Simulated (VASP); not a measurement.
Method: PBE GGA, VASP's PBE PAW potentials (set 64) (plane waves; VASP).

Input for VASP

File POSCAR:
```
NaCl
1
    0.0000000000     2.7863991198     2.7863991198
    2.7863991198     0.0000000000     2.7863991198
    2.7863991198     2.7863991198     0.0000000000
Na Cl
1 1
Direct
  0.0000000000   0.0000000000   0.0000000000
  0.5000000000   0.5000000000   0.5000000000
```

KPOINTS:
```
Automatic mesh
0
Gamma
8 8 8
0 0 0
```

INCAR:
```
! general
SYSTEM = NaCl
PREC   = Accurate
ENCUT  = 520
LREAL  = F
LASPH  = T

! electronic loop
EDIFF  = 1E-7
NELM   = 100
ALGO   = Normal

! smearing
ISMEAR = 0
SIGMA  = 0.05

! functional
GGA    = PE

! ions
ISIF   = 2

! output
LWAVE  = F
LCHARG = F
```

POTCAR, in this order: Na_pv Cl (PBE.64 set). Program: vasp_std.

The run wrote:

### OUTCAR
```
 ion  position               nearest neighbor table
   1  0.000  0.000  0.000-
   2  0.500  0.500  0.500-
  LATTYP: Found a face centered cubic cell.
 ALAT       =     5.5727982396
 Subroutine PRICEL returns:
 Original cell was already a primitive cell.
 Subroutine GETGRP returns: Found 48 space group operations
The static configuration has the point symmetry O_h .
The dynamic configuration has the point symmetry O_h .
 Subroutine INISYM returns: Found 48 space group operations
 Subroutine IBZKPT returns following result:
 Found     29 irreducible k-points:

 Following reciprocal coordinates:
            Coordinates               Weight
  0.000000  0.000000  0.000000      1.000000
  0.125000  0.000000  0.000000      8.000000
  0.250000  0.000000  0.000000      8.000000
  0.375000  0.000000  0.000000      8.000000
  0.500000  0.000000  0.000000      4.000000
  0.125000  0.125000  0.000000      6.000000
  0.250000  0.125000  0.000000     24.000000
  0.375000  0.125000  0.000000     24.000000
  0.500000  0.125000  0.000000     24.000000
 -0.375000  0.125000  0.000000     24.000000
 -0.250000  0.125000  0.000000     24.000000
 -0.125000  0.125000  0.000000     12.000000
  0.250000  0.250000  0.000000      6.000000
  0.375000  0.250000  0.000000     24.000000
  0.500000  0.250000  0.000000     24.000000
 -0.375000  0.250000  0.000000     24.000000
 -0.250000  0.250000  0.000000     12.000000
  0.375000  0.375000  0.000000      6.000000
  0.500000  0.375000  0.000000     24.000000
 -0.375000  0.375000  0.000000     12.000000
  0.500000  0.500000  0.000000      3.000000
  0.375000  0.250000  0.125000     24.000000
  0.500000  0.250000  0.125000     48.000000
 -0.375000  0.250000  0.125000     24.000000
...
```

### OSZICAR
```
       N       E                     dE             d eps       ncg     rms          rms(c)
DAV:   1     0.967471608223E+02    0.96747E+02   -0.75386E+03   641   0.131E+03
DAV:   2     0.158174311234E+01   -0.95165E+02   -0.88532E+02   701   0.279E+02
DAV:   3    -0.676345840117E+01   -0.83452E+01   -0.82913E+01   770   0.838E+01
DAV:   4    -0.694973272515E+01   -0.18627E+00   -0.18601E+00   730   0.134E+01
DAV:   5    -0.695387700702E+01   -0.41443E-02   -0.41437E-02   835   0.198E+00    0.216E+00
DAV:   6    -0.676818175479E+01    0.18570E+00   -0.37001E-01   753   0.419E+00    0.164E+00
DAV:   7    -0.675653127236E+01    0.11650E-01   -0.90402E-02   759   0.208E+00    0.109E+00
DAV:   8    -0.676194143689E+01   -0.54102E-02   -0.90170E-03   662   0.105E+00    0.235E-01
DAV:   9    -0.676189204230E+01    0.49395E-04   -0.18295E-04   791   0.137E-01    0.120E-01
DAV:  10    -0.676202351220E+01   -0.13147E-03   -0.26128E-04   668   0.160E-01    0.413E-02
DAV:  11    -0.676201780461E+01    0.57076E-05   -0.16261E-05   746   0.458E-02    0.598E-03
DAV:  12    -0.676201831127E+01   -0.50667E-06   -0.11384E-06   689   0.132E-02    0.100E-03
DAV:  13    -0.676201867511E+01   -0.36384E-06   -0.22057E-07   704   0.371E-03    0.257E-03
DAV:  14    -0.676201851255E+01    0.16256E-06   -0.43102E-08   418   0.141E-03    0.259E-04
DAV:  15    -0.676201851481E+01   -0.22608E-08   -0.21497E-09   346   0.544E-04
   1 F= -.67620185E+01 E0= -.67620185E+01  d E =-.132158E-10
```

### OUTCAR
```
------------------------ aborting loop because EDIFF is reached ----------------------------------------
  FORCE on cell =-STRESS in cart. coord.  units (eV):
  Direction    XX          YY          ZZ          XY          YZ          ZX
  --------------------------------------------------------------------------------------
  Total        0.4794869      0.4794869      0.4794869     -0.0000000      0.0000000      0.0000000
  in kB       17.7552733     17.7552733     17.7552733     -0.0000000      0.0000000      0.0000000
  external PRESSURE =      17.7552733 kB  Pullay stress =       0.0000000 kB
  volume of cell :       43.27
      direct lattice vectors                 reciprocal lattice vectors
     0.000000000  2.786399120  2.786399120    -0.179443066  0.179443066  0.179443066
     2.786399120  0.000000000  2.786399120     0.179443066 -0.179443066  0.179443066
     2.786399120  2.786399120  0.000000000     0.179443066  0.179443066 -0.179443066
  FREE ENERGIE OF THE ION-ELECTRON SYSTEM (eV)
  ---------------------------------------------------
  free  energy   TOTEN  =        -6.7620185148 eV

  energy  without entropy=       -6.7620185148  energy(sigma->0) =       -6.76201851
```
(Selected blocks of OUTCAR.)

The compound is NaCl in the rock salt structure. This cell is one point of a volume scan, at 0.94 of the reference volume.
